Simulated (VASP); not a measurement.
Data:

```xyz
2
Lattice="0.0000 3.0330 3.0330 3.0330 0.0000 3.0330 3.0330 3.0330 0.0000" Properties=species:S:1:pos:R:3 pbc="T T T"
Si     0.0000     0.0000     0.0000
Y      3.0330     3.0330     3.0330
```

Level of theory: PBEsol GGA, VASP's PBE PAW potentials (set 64) (plane waves; VASP 6.6.1). Run with 400 eV cut-off, 9×9×9 Γ-centred mesh, first-order Methfessel-Paxton smearing of 0.10 eV, potentials Si Y_sv.

Energy and stress use the plane-wave basis of the starting cell.

Task: The ions, cell shape and volume are relaxed. What does this cell relax into?

Result: 
```xyz
2
Lattice="0.0000 2.8696 2.8696 2.8696 0.0000 2.8696 2.8696 2.8696 0.0000" Properties=species:S:1:pos:R:3 pbc="T T T"
Si     0.0000     0.0000     0.0000
Y      2.8696     2.8696     2.8696
```
Space group Fm-3m (225), at a tolerance of 0.03 Å.

Task: How do energy and volume change from the first to the last step?

Result: The energy (σ→0) changes by -128.4 meV/atom and the volume by -15.3 %, in 3 ionic steps.

```csv
step,E(σ→0) (eV),max force (eV/Å),pressure (GPa),volume (Å³)
1,-13.3123,0.000,-8.46,55.80
2,-13.5379,0.000,4.26,44.73
3,-13.5691,0.000,-0.02,47.26
```

The structure was generated: YSi was put into the rocksalt type (Fm-3m), which need not be its known phase. This run relaxes it. Symmetry was kept, so distortions that lower it aren't found. The electron count is odd and the run is not spin-polarised, which forces a metal.
